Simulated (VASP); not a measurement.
Consider the following.

```xyz
1
Lattice="0.0000 2.0400 2.0400 2.0400 0.0000 2.0400 2.0400 2.0400 0.0000" Properties=species:S:1:pos:R:3 pbc="T T T"
Au     0.0000     0.0000     0.0000
```

Computed with PBE GGA, VASP's PBE PAW potentials (set 64) (plane waves; VASP). Settings: 400 eV cut-off, 12×12×12 Γ-centred mesh, first-order Methfessel-Paxton smearing of 0.10 eV, potentials Au.

Problem. Give the stress tensor in GPa (positive for a compressed cell).

Solution. 
```
9.08  0.00  0.00
0.00  9.08  0.00
0.00  0.00  9.08
```
The pressure is its mean diagonal, 9.08 GPa.

The compound is Au in the fcc structure. The cell was not relaxed at this level.
